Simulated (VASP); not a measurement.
Here is a VASP 6.6.1 calculation.

Contents of INCAR:

```
SYSTEM = SnPd
PREC = Accurate ; ENCUT = 600
EDIFF = 1E-6 ; ISMEAR = 1
SIGMA = 0.1 ; LREAL = .False.
LASPH = .True. ; NELM = 80
ALGO = Normal ; ISIF = 3
LWAVE = .False. ; LCHARG = .False.
GGA = PS ; IBRION = 2
NSW = 90 ; EDIFFG = -0.01
KPAR = 4
```

The input KPOINTS:

```
Automatic mesh
0
Gamma
  6 10 6
  0 0 0
```

POSCAR

```
SnPd
1.0
    6.1300000000      0.0000000000      0.0000000000
    0.0000000000      3.8700000000      0.0000000000
    0.0000000000      0.0000000000      6.3200000000
Sn Pd
4 4
Direct
    0.8180000000      0.7500000000      0.5900000000
    0.1820000000      0.2500000000      0.4100000000
    0.6820000000      0.2500000000      0.0900000000
    0.3180000000      0.7500000000      0.9100000000
    0.9930000000      0.7500000000      0.1820000000
    0.0070000000      0.2500000000      0.8180000000
    0.5070000000      0.2500000000      0.6820000000
    0.4930000000      0.7500000000      0.3180000000
```

Potentials or basis: VASP PAW PBE potentials, release 64 (Sn_d, Pd).

Launch:

```bash
$ cat potpaw_PBE.64/Sn_d/POTCAR potpaw_PBE.64/Pd/POTCAR > POTCAR
$ mpirun -np 4 vasp_std > vasp.out
```

Task: Predict the relaxed volume.

Result: 18.98 Å³/atom.

Task: Estimate the relaxed cell.

Result: a = 6.125 Å, b = 3.932 Å, c = 6.305 Å, α = 90.00°, β = 90.00°, γ = 90.00°.

Task: Estimate the space group after relaxing (to 0.05 Å).

Result: Pnma (No. 62).

The path:
```tsv
step	energy change (eV)	largest force (eV/Å)	pressure (GPa)	volume (Å³)
1	0.0000	0.2972	1.45	149.93
2	-0.0179	0.2029	-1.67	153.65
3	-0.0212	0.2293	-0.79	152.57
4	-0.0386	0.1107	-0.34	152.03
5	-0.0438	0.1134	0.13	151.55
6	-0.0483	0.0671	-0.03	151.77
7	-0.0511	0.0393	-0.31	152.19
8	-0.0508	0.0468	0.57	151.16
9	-0.0521	0.0401	0.09	151.70
10	-0.0529	0.0317	-0.01	151.83
11	-0.0530	0.0385	-0.11	151.97
12	-0.0531	0.0362	-0.10	151.92
13	-0.0533	0.0149	0.16	151.62
14	-0.0534	0.0208	0.10	151.70
15	-0.0534	0.0118	-0.11	151.93
16	-0.0535	0.0073	0.01	151.83
```

Caveat: the PAW data sets were made with another functional, which shifts forces and pressure a little. Zero-point motion and thermal expansion aren't in these numbers.
